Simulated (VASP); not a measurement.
Calculation: LDA (Ceperley-Alder, Perdew-Zunger), VASP's LDA PAW potentials (set 64) (plane waves; VASP).

VASP input:

### INCAR
```
! general
SYSTEM  = TiSi2
PREC    = Accurate
ENCUT   = 300
LREAL   = F
LASPH   = T

! electronic loop
EDIFF   = 1E-6
NELM    = 100
ALGO    = Normal
LMAXMIX = 4

! smearing
ISMEAR  = 0
SIGMA   = 0.1

! ions
ISIF    = 2

! output
LWAVE   = F
LCHARG  = F
```

### POSCAR
```
TiSi2
6.79240
  0.2611380366  -1.0000000000   0.0000000000
  0.2611380366   1.0000000000   0.0000000000
  0.0000000000   0.0000000000   0.5274481774
Ti Si
2 4
Cartesian
  0.2611380366  -0.7937600000   0.3955861330
  0.2611380366   0.7937600000   0.1318620443
  0.2611380366  -0.1165000000   0.3955861330
  0.2611380366   0.1165000000   0.1318620443
  0.2611380366   0.5006200000   0.3955861330
  0.2611380366  -0.5006200000   0.1318620443
```

**KPOINTS**
```
Automatic mesh
0
Gamma
5 5 5
0 0 0
```

POTCAR, in this order: Ti_sv Si (LDA.64 set). Program: vasp_std.

At this cut-off the stress carries a Pulay error, which pulls relaxed volumes low. Gaps are read on the run's mesh, which can miss a band edge.

Problem. What does the run give for the energy per atom (σ→0), pressure, largest force, band gap (on the k-mesh)?

Solution. 
```yaml
energy per atom (σ→0): -7.479 eV/atom
band gap (on the k-mesh): none (metal, semimetal or under 0.01 eV)
pressure: -72.6 kbar
largest_force: 0.00144 Ha/bohr
```

**OSZICAR**
```
...
DAV:   8    -0.448801380475E+02    0.12136E+00   -0.11954E+00  1840   0.761E+00    0.886E-01
DAV:   9    -0.448746001072E+02    0.55379E-02   -0.68131E-02  1776   0.202E+00    0.518E-01
DAV:  10    -0.448747452678E+02   -0.14516E-03   -0.74902E-03  1888   0.661E-01    0.154E-01
DAV:  11    -0.448746542401E+02    0.91028E-04   -0.13542E-03  1808   0.236E-01    0.201E-02
DAV:  12    -0.448746502272E+02    0.40129E-05   -0.12234E-04  1856   0.712E-02    0.936E-03
DAV:  13    -0.448746487298E+02    0.14973E-05   -0.11411E-05  1576   0.268E-02    0.175E-03
DAV:  14    -0.448746487539E+02   -0.24137E-07   -0.35431E-07  1208   0.450E-03
   1 F= -.44874649E+02 E0= -.44871363E+02  d E =-.657243E-02
```

The structure comes from a computed database's TiSi2 entry; how it stands against other phases isn't given here. The cell was not relaxed at this level. The k-mesh is coarse (spacing up to 0.37 per Å, 2π included), so the numbers may not be converged in it. The run is one of a series of settings (KPOINTS 5×5×5 Γ-centred mesh against the base run), some of them coarse on purpose.
